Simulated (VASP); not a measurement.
Input:

```
CELL_PARAMETERS angstrom
      2.01377    -3.48795     0.00000
      2.01377     3.48795     0.00000
      0.00000     0.00000     7.17134
ATOMIC_POSITIONS crystal
  Sn 0.00000 0.00000 0.00000
  Se 0.33333 0.66667 0.23132
  Se 0.66667 0.33333 0.76868
```

These are PBE GGA, VASP's PBE PAW potentials (set 64) (plane waves; VASP) values and carry that method's errors. Settings: 480 eV cut-off, 6×6×4 Γ-centred mesh, Gaussian smearing of 0.050 eV, potentials Sn_d Se.

Without a dispersion term in the relaxation, distances and binding between the weakly bound layers, chains or molecules are unreliable, and so is what depends on them.

**Question.** The ions are relaxed. What does this cell relax into?

**Answer.** 
```
CELL_PARAMETERS angstrom
      2.01377    -3.48795     0.00000
      2.01377     3.48795     0.00000
      0.00000     0.00000     7.17134
ATOMIC_POSITIONS crystal
  Sn 0.00000 0.00000 0.00000
  Se 0.33333 0.66667 0.21536
  Se 0.66667 0.33333 0.78464
```
Space group P-3m1 (164), at a tolerance of 0.03 Å.

**Question.** How much energy does the relaxation gain?

**Answer.** The energy (σ→0) changes by -31.7 meV/atom, in 4 ionic steps.

The compound is SnSe2 in the 1T layered structure. This cell was strained or had an atom moved on purpose. Symmetry was kept, so distortions that lower it aren't found.
